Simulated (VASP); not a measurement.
Data:

```xyz
4
Lattice="3.9482 0.0000 0.0000 0.0000 3.9482 0.0000 0.0000 0.0000 3.9579" Properties=species:S:1:pos:R:3 pbc="T T T"
Pd     3.9482     3.9482     0.0000
Pd     1.9741     1.9741     0.0000
Ag     1.9741     3.9482     1.9790
Ag     3.9482     1.9741     1.9790
```

The numbers are results of PBEsol GGA, VASP's PBE PAW potentials (set 64) (plane waves; VASP), not measurements. Run with 400 eV cut-off, 9×9×9 Γ-centred mesh, tetrahedra with Blöchl corrections, potentials Pd Ag.

Q: Estimate the energy per atom (σ→0), band gap (on the k-mesh) with the smallest direct gap where there is one.

A: 
| Quantity | Result |
|---|---|
| band gap (on the k-mesh) | none (metal, semimetal or under 0.01 eV) |
| energy per atom (σ→0) | -4.669 eV/atom |

The absolute energy has meaning only against runs of the same code, potentials and settings.

The structure was generated: Ag2Pd2 was put into an ordered model structure (P4/mmm), which need not be its known phase. It was relaxed first.
